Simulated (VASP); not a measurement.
Set up this calculation in VASP 6.6.1, as the native input.

```
Task                   : relaxation of cell and atoms
Functional             : LDA
Potentials or basis    : VASP PAW PBE potentials, release 64 (Rb_sv, Lu, H)
Cutoff                 : 600 eV
k mesh                 : 6 × 6 × 3
Occupations            : fermi-dirac, width 0.05 eV
Spin                   : no spin polarisation
Further INCAR settings : ALGO = Normal; EDIFF = 1e-06; IBRION = 2; EDIFFG = -0.01; NSW = 40; ISIF = 3
```

The structure of Rb2LuH2 lies in POSCAR:

```
Rb2LuH2
1.0
    3.8418600000      0.0000000000      0.0000000000
   -1.9209300000      3.3271500000      0.0000000000
    0.0000000000      0.0000000000     11.4651800000
Rb Lu H
2 1 2
Direct
    0.3333300000      0.6666700000      0.6988200000
    0.6666700000      0.3333300000      0.3011800000
    0.0000000000      0.0000000000      0.0000000000
    0.6666700000      0.3333300000      0.9386300000
    0.3333300000      0.6666700000      0.0613700000
```

The cell was built by a generator and needn't be a form met in nature.

These files were run (other wordings do the same):

INCAR

```
SYSTEM = Rb2LuH2
PREC     = Accurate       ! precision mode
ENCUT    = 600            ! plane-wave cutoff, eV
EDIFF    = 1E-6           ! SCF threshold, eV
ISMEAR   = -1             ! smearing method
SIGMA    = 0.05           ! smearing width, eV
LREAL    = .False.        ! projectors in reciprocal space
LASPH    = .True.         ! aspherical terms in the spheres
NELM     = 100            ! most SCF steps
ALGO     = Normal         ! electronic algorithm
ISIF     = 3              ! what is computed and relaxed
LWAVE    = .False.        ! write WAVECAR
LCHARG   = .False.        ! write CHGCAR
GGA      = CA             ! functional
IBRION   = 2              ! ionic algorithm
NSW      = 40             ! ionic steps
EDIFFG   = -0.01          ! ionic threshold
PSTRESS  = 0
```

KPOINTS

```
Automatic mesh
0
Gamma
  6 6 3
  0 0 0
```

Potentials or basis: VASP PAW PBE potentials, release 64 (Rb_sv, Lu, H).

Run with:

```console
$ cat potpaw_PBE.64/Rb_sv/POTCAR potpaw_PBE.64/Lu/POTCAR potpaw_PBE.64/H/POTCAR > POTCAR
$ mpirun -np 1 vasp_std > vasp.out
```

Results of the run:

```
Relaxed volume                         : 25.89 Å³/atom
Relaxed cell                           : a = 3.700 Å, b = 3.700 Å, c = 10.921 Å, α = 89.97°, β = 90.03°, γ = 120.01°
Space group after relaxing (to 0.05 Å) : P-3m1 (No. 164)
Energy gained by relaxing              : 21.4 meV/atom
Ionic steps                            : 19
Pressure after relaxing                : 0.0 GPa
Largest force after relaxing           : 0.006 eV/Å
Band gap on the k mesh                 : none (metal or under the smearing width)
```

Caveat: the PAW data sets were made with another functional, which shifts forces and pressure a little.

It took 36 min on 1 thread of Intel(R) Xeon(R) Platinum 8488C (Sapphire Rapids), with other jobs on the host, peak memory 0.41 GiB.
